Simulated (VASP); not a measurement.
These are MS2 meta-GGA, VASP's PBE PAW potentials (set 64) (plane waves; VASP) values and carry that method's errors.

VASP input:

**KPOINTS_OPT**
```
k-points along high-symmetry lines
10
Line-mode
Reciprocal
  0.000000   0.000000   0.000000 ! GAMMA
 -0.500000  -0.500000   0.000000 ! X

 -0.500000  -0.500000   0.000000 ! X
 -0.375000  -0.375000   0.250000 ! U

 -0.375000  -0.000000   0.375000 ! K
  0.000000   0.000000   0.000000 ! GAMMA

  0.000000   0.000000   0.000000 ! GAMMA
  0.000000   0.000000   0.500000 ! L

  0.000000   0.000000   0.500000 ! L
 -0.500000  -0.250000   0.250000 ! W

 -0.500000  -0.250000   0.250000 ! W
 -0.500000  -0.500000   0.000000 ! X
```

KPOINTS:
```
Automatic mesh
0
Gamma
8 8 8
0 0 0
```

INCAR:
```
! general
SYSTEM  = CdTe
PREC    = Accurate
ENCUT   = 520
LREAL   = F
LASPH   = T

! electronic loop
EDIFF   = 1E-7
NELM    = 100
ALGO    = Normal
LMAXMIX = 4
LMIXTAU = T

! smearing
ISMEAR  = -5

! functional
METAGGA = MS2

! ions
ISIF    = 2

! output
LWAVE   = F
LCHARG  = F
LORBIT  = 11
NEDOS   = 601
```

File POSCAR:
```
CdTe
1
    0.0000000000     3.2582808211     3.2582808211
    3.2582808211    -0.0000000000     3.2582808211
    3.2582808211     3.2582808211    -0.0000000000
Cd Te
1 1
Direct
  0.0000000000   0.0000000000   0.0000000000
  0.2500000000   0.2500000000   0.2500000000
```

POTCAR, in this order: Cd Te (PBE.64 set). Program: vasp_std.

Unless said otherwise, spin-orbit coupling is left out, though it shifts the bands of the heavy elements here.

Problem. Predict the energy per atom (σ→0), band gap (over mesh and band path).

Solution. 
```json
{
  "energy per atom (σ→0)": "1.235 eV/atom",
  "band gap (over mesh and band path)": "1.00 eV"
}
```

**OSZICAR**
```
...
DAV:  23     0.246926263418E+01   -0.32956E-06   -0.86146E-08   592   0.382E-03    0.208E-02
DAV:  24     0.246926197533E+01   -0.65886E-06   -0.49465E-07   794   0.965E-03    0.430E-03
DAV:  25     0.246926165039E+01   -0.32494E-06   -0.17106E-07   647   0.385E-03    0.812E-04
DAV:  26     0.246926164748E+01   -0.29022E-08   -0.17280E-08   377   0.156E-03
   1 F= 0.24692616E+01 E0= 0.24692616E+01  d E =0.000000E+00
       N       E                     dE             ncg
       N       E                     dE             ncg
       N       E                     dE             ncg
```

The compound is CdTe in the zinc blende structure. It was relaxed first.
